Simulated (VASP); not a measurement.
Here is the system:

```xyz
5
Lattice="-2.3350 2.3350 5.8650 2.3350 -2.3350 5.8650 2.3350 2.3350 -5.8650" Properties=species:S:1:pos:R:3 pbc="T T T"
Sr     0.0000     0.0000     0.0000
Sn     0.0000     0.0000     4.4691
Sn     0.0000     0.0000     7.2609
Ag     0.0000     2.3350     2.9325
Ag     2.3350     0.0000     2.9325
```

All values below come from PBEsol GGA, VASP's PBE PAW potentials (set 64) (plane waves; VASP 6.6.1). Run with 300 eV cut-off, 6×6×6 Γ-centred mesh, Gaussian smearing of 0.20 eV, potentials Sr_sv Sn_d Ag.

At this cut-off the stress carries a Pulay error, which pulls relaxed volumes low.

Q: Which forces act on the atoms, in eV/Å?

A: 
| atom | Fx | Fy | Fz |
|---|---|---|---|
| Sr1 | 0.000 | 0.000 | 0.000 |
| Sn2 | 0.000 | 0.000 | -0.323 |
| Sn3 | 0.000 | 0.000 | 0.323 |
| Ag4 | 0.000 | 0.000 | 0.000 |
| Ag5 | 0.000 | 0.000 | 0.000 |

Q: Give the stress tensor in GPa (positive for a compressed cell).

A: 
```
-2.15   0.00   0.00
 0.00  -2.15   0.00
 0.00   0.00  -1.93
```
The pressure is its mean diagonal, -2.08 GPa.

The structure comes from a measured Ag2Sn2Sr entry of the Crystallography Open Database, whose conditions weren't checked. The cell was not relaxed at this level. The k-mesh is coarse (spacing up to 0.32 per Å, 2π included), so the numbers may not be converged in it.
